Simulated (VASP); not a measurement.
Given:

```yaml
crystal:
  lattice:
    - [1.42000, -2.45952, 0.00000]
    - [1.42000, 2.45952, 0.00000]
    - [0.00000, 0.00000, 4.50088]
  atoms:
    - { symbol: Ti, position: [0.33333, 0.66667, 0.25000] }
    - { symbol: Ti, position: [0.66667, 0.33333, 0.75000] }
```

All values below come from AM05 GGA, VASP's PBE PAW potentials (set 64) (plane waves; VASP 6.6.1). Run with 520 eV cut-off, 14×14×8 Γ-centred mesh, first-order Methfessel-Paxton smearing of 0.10 eV, potentials Ti_sv.

Q: Give the stress tensor in GPa (positive for a compressed cell).

A: 
```
8.04  0.00  0.00
0.00  8.04  0.00
0.00  0.00  8.08
```
The pressure is its mean diagonal, 8.05 GPa.

The compound is Ti in the hcp structure. This cell is one point of a volume scan, at 0.94 of the reference volume.
